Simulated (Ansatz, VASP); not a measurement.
# Sr4Li8Al14Si10O49: VASP beside Ansatz, part 2 of 4

Wanted: the spread between two codes on one cell, functional and k mesh. Of the first pair: The structure shown is frame 67 of Ansatz's trajectory.

VASP 6.6.1 and Ansatz 0.2.0.

So far: Set-up; Ansatz: dynamics, revPBE.

## 3. VASP: single point, revPBE, pair 1

Level of this step: revPBE; plane waves and PAW (Si, Al, Li_sv, Sr_sv, O) (VASP).

The same cell, functional, mesh and smearing now go to VASP, with its own data sets.

Lines of VASP's logs that name or quote its potential files are left out, and so is its time.

INCAR reads:

```
SYSTEM = Sr4Li8Al14Si10O49
PREC = Accurate
ENCUT = 650
EDIFF = 1E-06
NELM = 120
ISMEAR = -1
SIGMA = 0.025
LREAL = Auto
ALGO = Normal
GGA = RE
NBANDS = 280
LORBIT = 11
LWAVE = .FALSE.
LCHARG = .FALSE.
ISIF = 2
LASPH = .TRUE.
GGA_COMPAT = .FALSE.
EFERMI = MIDGAP
NCORE = 2
```

POSCAR reads:

```
Sr4Li8Al14Si10O49
1.0
   10.3272000000      0.0000000000      0.0000000000
    0.0000000000     10.3272000000      0.0000000000
    0.0000000000      0.0000000000     10.3272000000
Si Al Li Sr O
10 14 8 4 49
Direct
    0.6986501666      0.3338852738      0.3017758928
    0.9003795801      0.5535963281      0.9116701526
    0.2618328298      0.3044387637      0.8128437524
    0.1361259586      0.5171101557      0.1358064141
    0.2643601363      0.7128941049      0.9551378883
    0.2249302812      0.2574173058      0.4515938493
    0.7598671470      0.9878185762      0.8448659850
    0.8353474320      0.6699589434      0.4430339298
    0.9260206058      0.9214211016      0.5906538074
    0.5509625068      0.9898714075      0.4680068169
    0.3140928809      0.5719459292      0.6865849407
    0.1992214734      0.8128534356      0.5758191959
    0.8407506391      0.0912444806      0.3780405144
    0.4633201642      0.4359458517      0.3586160818
    0.7417693082      0.2836780541      0.9626036099
    0.5152122550      0.0985359052      0.2123227980
    0.5505558138      0.8440719653      0.0228038578
    0.7406170114      0.6188124564      0.1542915795
    0.9184774189      0.0788597103      0.0847277094
    0.4452804245      0.3306898288      0.0493163684
    0.1063599039      0.5394685878      0.4403323263
    0.5383356573      0.6713145867      0.5197536602
    0.3529126966      0.0628921683      0.6557537377
    0.2065419475      0.2051766210      0.1480653033
    0.0535285460      0.7377023782      0.8156421876
    0.0135467503      0.3220524440      0.9773413897
    0.3878592455      0.7957142304      0.3605333488
    0.4401483461      0.6039778449      0.1635293206
    0.7276222016      0.8817298009      0.2571461771
    0.4903265164      0.8186439693      0.7567878999
    0.2123227980      0.0204895809      0.4006894415
    0.9788906964      0.3209291967      0.2764737780
    0.5476411806      0.2909501123      0.7001413742
    0.9378243861      0.3676988922      0.6786931598
    0.1426911457      0.0230653033      0.8597102796
    0.0491517546      0.8122433961      0.2304012704
    0.6993279882      0.6337438996      0.4960202185
    0.2047021458      0.6406189480      0.5674626230
    0.4392478116      0.6107076458      0.3917131459
    0.5137500968      0.0808350763      0.5968123015
    0.3080021690      0.9042431637      0.6807653575
    0.0313540940      0.5230072043      0.0170714230
    0.7393388334      0.1520063522      0.8424742428
    0.0889883027      0.1022736076      0.0699221473
    0.1497211248      0.3636706949      0.1790320706
    0.8688996049      0.9715024402      0.9549345418
    0.1932760090      0.1825567434      0.3200577117
    0.3457955690      0.1702978542      0.7946878147
    0.1092939035      0.5900147184      0.2712642343
    0.5176620962      0.8395402432      0.4955554264
    0.4662444806      0.6324366721      0.6720505074
    0.8392594314      0.4032457975      0.8886629483
    0.6175342784      0.2278933302      0.2187233713
    0.4026841738      0.7873382911      0.9495700674
    0.6894414749      0.0223777984      0.4070996979
    0.0613234952      0.8805581377      0.6641199938
    0.8233499884      0.6447827097      0.0035053064
    0.1108335270      0.3727825548      0.4802366566
    0.1438821752      0.8105972577      0.9756371524
    0.9070028662      0.0094895034      0.2444612286
    0.6254551088      0.8970969866      0.8755713068
    0.2371988535      0.1372007901      0.5533929816
    0.9373789604      0.5618657526      0.4748528159
    0.5861317685      0.9676775893      0.1419358587
    0.6109497250      0.3740026338      0.4280540708
    0.5785692153      0.3388914711      0.9353648617
    0.1990568596      0.8521670927      0.4073417771
    0.8346502440      0.7005093346      0.2816930049
    0.8069951197      0.9242195368      0.6997637307
    0.4427724843      0.0460434581      0.3632059029
    0.2430571694      0.6254841583      0.8291114726
    0.8559047951      0.2325025176      0.0666879696
    0.3225947014      0.4066930049      0.7110058874
    0.3739735843      0.1739096754      0.1210492680
    0.2970795569      0.3493589744      0.9580525215
    0.7446548919      0.4598923232      0.2212603610
    0.8924974824      0.8060849020      0.4942481989
    0.6043167558      0.7119161050      0.1151909520
    0.9354713766      0.0598129212      0.5226586103
    0.4522135719      0.4279185065      0.1914652568
    0.2608935626      0.6167886746      0.0879522039
    0.3594004183      0.3338949570      0.4441378108
    0.8343887985      0.2615713843      0.3658494074
    0.9531334728      0.5952145790      0.7786621737
    0.1111433883      0.2627817802      0.8165330390
```

KPOINTS reads:

```
Automatic mesh
0
Gamma
1 1 1
0 0 0
```

The projector-augmented-wave data sets are Si, Al, Li_sv, Sr_sv and O (PBE family, release 64).

Started as:

```bash
mpirun -np 8 vasp_gam
```

Numbers of over 12 decimals in the logs are rounded to 6 here.

Output:

```text
[banner, memory and clock lines left out]
running    8 mpi-ranks, on    1 nodes
[...]
|                                                                             |
|               ----> ADVICE to this user running VASP <----                  |
|                                                                             |
|     You enforced a specific xc type in the INCAR file but a different       |
|     [... a line on the potential file left out ...]
|     I HOPE YOU KNOW WHAT YOU ARE DOING!                                     |
|                                                                             |

 LDA part: xc-table for (Slater+PW92), standard interpolation
 POSCAR, INCAR and KPOINTS ok, starting setup
[...]
entering main loop
       N       E                     dE             d eps       ncg     rms          rms(c)
DAV:   1     0.497872841177E+04    0.49787E+04   -0.28417E+05   560   0.189E+03
DAV:   2    -0.171580318378E+03   -0.51503E+04   -0.49427E+04   688   0.438E+02
DAV:   3    -0.642231083884E+03   -0.47065E+03   -0.46731E+03   680   0.141E+02
DAV:   4    -0.665832216020E+03   -0.23601E+02   -0.23507E+02   792   0.269E+01
[...]
DAV:  19    -0.580831905936E+03   -0.11060E-05   -0.41327E-06   560   0.701E-03    0.259E-03
DAV:  20    -0.580831906964E+03   -0.10281E-05   -0.27128E-06   472   0.421E-03    0.196E-03
DAV:  21    -0.580831907287E+03   -0.32329E-06   -0.49537E-07   416   0.193E-03
   1 F= -.58083191E+03 E0= -.58083191E+03  d E =0.000000E+00
```

Parts of OUTCAR (step 3):

```text
  Total       24.4031039     21.7743034      9.6673840     -7.7706118     -2.0503136    -10.8205201
  in kB       35.4983272     31.6743046     14.0627996    -11.3036326     -2.9825182    -15.7402257
  external PRESSURE =      27.0784772 kB  Pullay stress =       0.0000000 kB

 POSITION                                       TOTAL-FORCE (eV/Angst)
 -----------------------------------------------------------------------------------
      7.21510      3.44810      3.11650         1.018795     -0.379619      1.055133
      9.29840      5.71710      9.41500         0.693367     -2.066606      2.249936
      2.70400      3.14400      8.39440        -0.231719      0.176568      1.106879
      1.40580      5.34030      1.40250         1.493958     -0.278164     -1.584576
      2.73010      7.36220      9.86390         0.004826     -0.008051      0.767325
      2.32290      2.65840      4.66370         0.475675      1.147075      0.360346
      7.84730     10.20140      8.72510        -1.571882     -0.141543     -1.028607
      8.62680      6.91880      4.57530        -0.045429      0.631319     -1.907498
      9.56320      9.51570      6.09980        -0.735910      0.067698      2.247441
      5.68990     10.22260      4.83320        -1.782180      1.594489      0.014175
      3.24370      5.90660      7.09050        -0.563087      0.305953      0.491877
      2.05740      8.39450      5.94660         0.013599      1.342773     -0.563420
      8.68260      0.94230      3.90410         0.650091      0.098082      0.997565
      4.78480      4.50210      3.70350        -0.616607      0.601011      0.642702
[...]
-----------------------------------------------------------------------------------
    total drift:                                0.027490      0.001935      0.007021

  FREE ENERGIE OF THE ION-ELECTRON SYSTEM (eV)
  ---------------------------------------------------
  free  energy   TOTEN  =      -580.8319072871 eV

  energy  without entropy=     -580.8319072871  energy(sigma->0) =     -580.83190729

[... 3 further parts left out ...]
[key lines of the parts left out:]
E-fermi :   4.0013
```

The run ends at a pressure of 2.71 GPa, with forces up to 3.1 eV/Å.

## 4. Side by side

Known differences besides the potentials themselves: the cutoff is 420 eV in Ansatz and 650 eV in VASP (PREC = Accurate, projectors in real space); Ansatz makes its cores anew for this functional, VASP keeps those of its PBE data sets. Total energies have different zeros and are not compared.

Forces on 10 of the 85 atoms, those with the largest forces and the largest differences (eV/Å; atoms numbered as in POSCAR):

| atom | Ansatz x, y, z | VASP x, y, z |
| --- | --- | --- |
| Si2 | 0.676, -2.018, 2.203 | 0.693, -2.067, 2.250 |
| Si4 | 1.481, -0.283, -1.580 | 1.494, -0.278, -1.585 |
| Si9 | -0.716, 0.108, 2.238 | -0.736, 0.068, 2.247 |
| Si10 | -1.792, 1.602, -0.011 | -1.782, 1.594, 0.014 |
| Al16 | -2.306, -0.143, 0.413 | -2.296, -0.117, 0.397 |
| Sr34 | 0.662, 0.185, -1.052 | 0.653, 0.163, -1.121 |
| O49 | -0.422, -0.337, 1.942 | -0.413, -0.391, 1.996 |
| O57 | -1.477, 0.833, 1.320 | -1.507, 0.824, 1.373 |
| O63 | 2.145, -1.781, 0.630 | 2.192, -1.780, 0.619 |
| O67 | 0.187, -0.616, 0.401 | 0.212, -0.675, 0.448 |

The forces differ by 24 meV/Å r.m.s., which is 2.9 % of the r.m.s. force of 0.798 eV/Å (both taken over all components).

## 5. Ansatz: dynamics, revPBE

One frame of this run of dynamics is then solved in both programs, so the motion causes no difference.

The structure compared here is frame 134 of Ansatz's trajectory.

input.yaml reads:

```yaml
crystal:
  lattice:
    - [10.3272, 0.0, 0.0]
    - [0.0, 10.3272, 0.0]
    - [0.0, 0.0, 10.3272]
  atoms:
    - { symbol: Si, position: [0.70736, 0.32857, 0.29268] }
    - { symbol: Si, position: [0.90665, 0.5392, 0.92761] }
    - { symbol: Si, position: [0.26176, 0.30095, 0.81847] }
    - { symbol: Si, position: [0.15031, 0.505, 0.13473] }
    - { symbol: Si, position: [0.26665, 0.71498, 0.96072] }
    - { symbol: Si, position: [0.22297, 0.25417, 0.45618] }
    - { symbol: Si, position: [0.75692, 0.9853, 0.85426] }
    - { symbol: Si, position: [0.83062, 0.67546, 0.43824] }
    - { symbol: Si, position: [0.92132, 0.92191, 0.59856] }
    - { symbol: Si, position: [0.54779, 0.99168, 0.46458] }
    - { symbol: Al, position: [0.3095, 0.56739, 0.68503] }
    - { symbol: Al, position: [0.19667, 0.80628, 0.58042] }
    - { symbol: Al, position: [0.84344, 0.08849, 0.38228] }
    - { symbol: Al, position: [0.46092, 0.43346, 0.35522] }
    - { symbol: Al, position: [0.73826, 0.2764, 0.95846] }
    - { symbol: Al, position: [0.50815, 0.0993, 0.20357] }
    - { symbol: Al, position: [0.55424, 0.8374, 0.02802] }
    - { symbol: Al, position: [0.73316, 0.61796, 0.15652] }
    - { symbol: Al, position: [0.92625, 0.07817, 0.09257] }
    - { symbol: Al, position: [0.44186, 0.32805, 0.05709] }
    - { symbol: Al, position: [0.10694, 0.54116, 0.44675] }
    - { symbol: Al, position: [0.53603, 0.67234, 0.5089] }
    - { symbol: Al, position: [0.35467, 0.05802, 0.66259] }
    - { symbol: Al, position: [0.21012, 0.19458, 0.16322] }
    - { symbol: Li, position: [0.04078, 0.75666, 0.81649] }
    - { symbol: Li, position: [0.01765, 0.30399, 0.99115] }
    - { symbol: Li, position: [0.36535, 0.77183, 0.3633] }
    - { symbol: Li, position: [0.43698, 0.6116, 0.1766] }
    - { symbol: Li, position: [0.72814, 0.89577, 0.23751] }
    - { symbol: Li, position: [0.45862, 0.79276, 0.76883] }
    - { symbol: Li, position: [0.2603, 0.01557, 0.39133] }
    - { symbol: Li, position: [0.01478, 0.30739, 0.31064] }
    - { symbol: Sr, position: [0.561, 0.3025, 0.69091] }
    - { symbol: Sr, position: [0.94375, 0.38454, 0.65702] }
    - { symbol: Sr, position: [0.12384, 0.016, 0.85625] }
    - { symbol: Sr, position: [0.04632, 0.81482, 0.21831] }
    - { symbol: O, position: [0.6962, 0.63672, 0.49571] }
    - { symbol: O, position: [0.19936, 0.62794, 0.5645] }
    - { symbol: O, position: [0.4445, 0.59782, 0.38618] }
    - { symbol: O, position: [0.50882, 0.06703, 0.59579] }
    - { symbol: O, position: [0.31142, 0.89682, 0.67126] }
    - { symbol: O, position: [0.03056, 0.50885, 0.02853] }
    - { symbol: O, position: [0.72498, 0.13976, 0.84595] }
    - { symbol: O, position: [0.09505, 0.10733, 0.07895] }
    - { symbol: O, position: [0.15838, 0.3548, 0.16099] }
    - { symbol: O, position: [0.87208, 0.9808, 0.96416] }
    - { symbol: O, position: [0.17709, 0.17344, 0.32862] }
    - { symbol: O, position: [0.33354, 0.15983, 0.79573] }
    - { symbol: O, position: [0.12176, 0.56575, 0.27847] }
    - { symbol: O, position: [0.5222, 0.83946, 0.47685] }
    - { symbol: O, position: [0.46107, 0.62765, 0.65044] }
    - { symbol: O, position: [0.83083, 0.40509, 0.88875] }
    - { symbol: O, position: [0.62258, 0.22011, 0.21957] }
    - { symbol: O, position: [0.3974, 0.79685, 0.97207] }
    - { symbol: O, position: [0.69021, 0.02335, 0.41736] }
    - { symbol: O, position: [0.0573, 0.87068, 0.65852] }
    - { symbol: O, position: [0.81863, 0.62841, 0.01339] }
    - { symbol: O, position: [0.11494, 0.36798, 0.47773] }
    - { symbol: O, position: [0.1419, 0.80419, 0.97805] }
    - { symbol: O, position: [0.89284, 0.01091, 0.24115] }
    - { symbol: O, position: [0.63939, 0.89326, 0.89007] }
    - { symbol: O, position: [0.24821, 0.14293, 0.55998] }
    - { symbol: O, position: [0.94287, 0.57356, 0.46897] }
    - { symbol: O, position: [0.57435, 0.96633, 0.13371] }
    - { symbol: O, position: [0.61092, 0.37201, 0.41161] }
    - { symbol: O, position: [0.57914, 0.32176, 0.96518] }
    - { symbol: O, position: [0.19932, 0.84368, 0.41898] }
    - { symbol: O, position: [0.81666, 0.70341, 0.28312] }
    - { symbol: O, position: [0.8249, 0.94274, 0.7185] }
    - { symbol: O, position: [0.44895, 0.04399, 0.3542] }
    - { symbol: O, position: [0.26134, 0.64624, 0.82403] }
    - { symbol: O, position: [0.85512, 0.22428, 0.06657] }
    - { symbol: O, position: [0.30731, 0.40034, 0.70665] }
    - { symbol: O, position: [0.37486, 0.17436, 0.12685] }
    - { symbol: O, position: [0.3148, 0.3571, 0.94934] }
    - { symbol: O, position: [0.7361, 0.45724, 0.21269] }
    - { symbol: O, position: [0.87767, 0.81204, 0.49959] }
    - { symbol: O, position: [0.59411, 0.70388, 0.12586] }
    - { symbol: O, position: [0.93411, 0.05444, 0.52019] }
    - { symbol: O, position: [0.44506, 0.42385, 0.19011] }
    - { symbol: O, position: [0.25649, 0.60745, 0.07791] }
    - { symbol: O, position: [0.34904, 0.3347, 0.42521] }
    - { symbol: O, position: [0.83384, 0.2569, 0.35357] }
    - { symbol: O, position: [0.95915, 0.59375, 0.79736] }
    - { symbol: O, position: [0.11062, 0.27568, 0.82052] }
kpoints:
  mp_grid: { grid: [1, 1, 1] }
hamiltonian:
  xc: revpbe
scf:
  occupations: { method: fermi_dirac, width: 0.025 }
output:
  forces: true
  stress: true
md:
  timestep: 1.0
  n_steps: 200
  ensemble: nvt_langevin
  temperature: 300
  initial_velocities: maxwell_boltzmann
  seed: 6726
```

Started as:

```bash
ansatz run input.yaml --threads 4 --pin off --max-ram 8192MiB --backend cpu --events-out ev --progress --plain --runs-dir out
```

Output:

```text
[...]
Crystal: 85 atoms, lattice volume = 1101.407 Å³
Basis set: ecut = 420 eV, 21559 PW (Γ), exchange–correlation on 144×144×144 points (8 copies of the dense FFT grid, shifted against one another)
Bands: 305, of which v1, the nominal top of the filled ones, is band 220 counted from 1 (219 counted from 0)
Symmetry: 1 space group operations
k-points: 1
[...]
atom  84  O     -0.03559735    -0.63880308     0.16695498
  atom  85  O     -0.26408227    -0.44791121     0.17660761
  max |Σ_I F_I| component: 1.03e-4 eV/Å
--- Stress (GPa, compression-positive) ---
        3.475168      -1.488891      -1.449240
       -1.488894       2.153600      -0.212700
       -1.449238      -0.212698       1.139287
  P = ⅓ Tr σ = 2.2560 GPa (22.560 kbar)
--- MD trajectory: 200 steps, t = 0.0 → 200.0 fs ---
[...]
[key lines of the parts left out:]
SCF converged after 8 iterations
Free energy (F): -57749.077840 eV
Fermi energy:    5.824459 eV
```

[end of part 2 of 4]

[Lines on the potential files, build, host, timing and source positions are cut from VASP's logs without a mark.]

[Logs are printed without paths, hosts, clocks, repeated set-up lines and the standing remarks that a program may print on its own settings, such as how far it seeks lower states.]

[Hosts, paths, dates, database ids (printed as entryN), source tags and the programs' standing remarks are cut or masked in the printed files.]
